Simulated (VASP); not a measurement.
Computed with LDA (Ceperley-Alder, Perdew-Zunger), VASP's LDA PAW potentials (set 64) (plane waves; VASP 6.6.1).

Input for VASP

File POSCAR:
```
FeAl
1.0
  2.8121747886   0.0000000000   0.0000000000
  0.0000000000   2.8121747886   0.0000000000
  0.0000000000   0.0000000000   2.8121747886
Al Fe
1 1
Cart
  1.4060873943   1.4060873943   1.4060873943
  0.0000000000   0.0000000000   0.0000000000
```

**INCAR**
```
LASPH  =  .TRUE.
ALGO  =  Normal   # blocked Davidson
LWAVE  =  .FALSE.
ENCUT  =  500
NSW  =  40   # most ionic steps
SIGMA  =  0.1   # width (eV)
LREAL  =  .FALSE.   # projection in real space or not
LCHARG  =  .FALSE.
PREC  =  Accurate
IBRION  =  2   # conjugate gradients
EDIFF  =  1E-6   # SCF stop (eV)
ISIF  =  3   # ions, shape and volume
ISMEAR  =  1
NELM  =  100   # most electronic steps
LMAXMIX  =  4   # l cut-off of mixed one-centre charges
EDIFFG  =  -0.02   # ionic stop
SYSTEM  =  FeAl
```

File KPOINTS:
```
K-points
0
Gamma
13 13 13
```

POTCAR, in this order: Al Fe (LDA.64 set). Program: vasp_std.

Question: Predict the energy per atom (σ→0), volume per atom, band gap (on the k-mesh).

Answer: 
| Item | Result |
|---|---|
| energy per atom (σ→0) | -7.153 eV/atom |
| band gap (on the k-mesh) | none (metal, semimetal or under 0.01 eV) |
| volume per atom | 11.14 Å³/atom |

File OSZICAR:
```
...
   2 F= -.14307009E+02 E0= -.14306869E+02  d E =0.552439E-04
       N       E                     dE             d eps       ncg     rms          rms(c)
DAV:   1    -0.143078727197E+02   -0.86336E-03   -0.14734E-02  1579   0.252E+00    0.259E-01
DAV:   2    -0.143085736350E+02   -0.70092E-03   -0.28522E-02  1763   0.286E+00    0.314E-01
DAV:   3    -0.143071096316E+02    0.14640E-02   -0.10774E-02  1760   0.177E+00    0.316E-02
DAV:   4    -0.143070939558E+02    0.15676E-04   -0.48671E-05  1606   0.733E-02    0.530E-03
DAV:   5    -0.143070938123E+02    0.14345E-06   -0.17360E-06   925   0.209E-02
   3 F= -.14307094E+02 E0= -.14306956E+02  d E =-.294984E-04
```

The compound is FeAl in the CsCl type structure. This run relaxes it. Symmetry was kept, so distortions that lower it aren't found. The run is not spin-polarised, so no magnetic state was tried. The electron count is odd and the run is not spin-polarised, which forces a metal.
